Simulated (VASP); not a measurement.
Calculation: PBE GGA, VASP's PBE PAW potentials (set 64) (plane waves; VASP 6.6.1).

The input files of a VASP run:

POSCAR:
```
BAs
1
    0.0000000000     2.3980590000     2.3980590000
    2.3980590000     0.0000000000     2.3980590000
    2.3980590000     2.3980590000     0.0000000000
B As
1 1
Direct
  0.2500000000   0.2500000000   0.2500000000
  0.0000000000   0.0000000000   0.0000000000
```

**KPOINTS**
```
Automatic mesh
0
Gamma
6 6 6
0 0 0
```

**INCAR**
```
ISMEAR  =  0
ENCUT  =  400   ! plane-wave cut-off (eV)
ISIF  =  2
PREC  =  Accurate
LASPH  =  .TRUE.
ALGO  =  Normal   ! blocked Davidson
LWAVE  =  .FALSE.
LREAL  =  .FALSE.
EDIFF  =  1E-02   ! SCF stop (eV)
NELM  =  100
LMAXMIX  =  4
SIGMA  =  0.01   ! width (eV)
GGA  =  PE
SYSTEM  =  BAs
LCHARG  =  .FALSE.
```

POTCAR, in this order: B As (PBE.64 set). Program: vasp_std.

The run wrote:

**OSZICAR**
```
       N       E                     dE             d eps       ncg     rms          rms(c)
DAV:   1     0.554356651913E+01    0.55436E+01   -0.33673E+03   256   0.702E+02
DAV:   2    -0.118101840056E+02   -0.17354E+02   -0.16497E+02   392   0.894E+01
DAV:   3    -0.120134435017E+02   -0.20326E+00   -0.20326E+00   320   0.119E+01
DAV:   4    -0.120135996569E+02   -0.15616E-03   -0.15616E-03   336   0.354E-01
DAV:   5    -0.120136002423E+02   -0.58539E-06   -0.58539E-06   208   0.103E-02    0.486E+00
DAV:   6    -0.114554421725E+02    0.55816E+00   -0.18134E+00   264   0.686E+00    0.241E+00
DAV:   7    -0.113988408041E+02    0.56601E-01   -0.19784E-01   368   0.267E+00    0.949E-01
DAV:   8    -0.113919277495E+02    0.69131E-02   -0.21529E-02   144   0.103E+00
   1 F= -.11391928E+02 E0= -.11391928E+02  d E =-.136777E-14
```

### OUTCAR
```
------------------------ aborting loop because EDIFF is reached ----------------------------------------
  FORCE on cell =-STRESS in cart. coord.  units (eV):
  Direction    XX          YY          ZZ          XY          YZ          ZX
  --------------------------------------------------------------------------------------
  Total        0.2950735      0.2950735      0.2950735      0.0000000      0.0000000     -0.0000000
  in kB       17.1408059     17.1408059     17.1408059      0.0000000      0.0000000     -0.0000000
  external PRESSURE =      17.1408059 kB  Pullay stress =       0.0000000 kB
  volume of cell :       27.58
      direct lattice vectors                 reciprocal lattice vectors
     0.000000000  2.398059000  2.398059000    -0.208501959  0.208501959  0.208501959
     2.398059000  0.000000000  2.398059000     0.208501959 -0.208501959  0.208501959
     2.398059000  2.398059000  0.000000000     0.208501959  0.208501959 -0.208501959
  FREE ENERGIE OF THE ION-ELECTRON SYSTEM (eV)
  ---------------------------------------------------
  free  energy   TOTEN  =       -11.3919277495 eV

  energy  without entropy=      -11.3919277495  energy(sigma->0) =      -11.39192775
```
(Selected blocks of OUTCAR.)

At this cut-off the stress carries a Pulay error, which pulls relaxed volumes low.

The structure comes from a computed database's BAs entry; how it stands against other phases isn't given here. The cell was not relaxed at this level. The run is one of a series of settings (EDIFF = 1E-02 against the base run), some of them coarse on purpose.
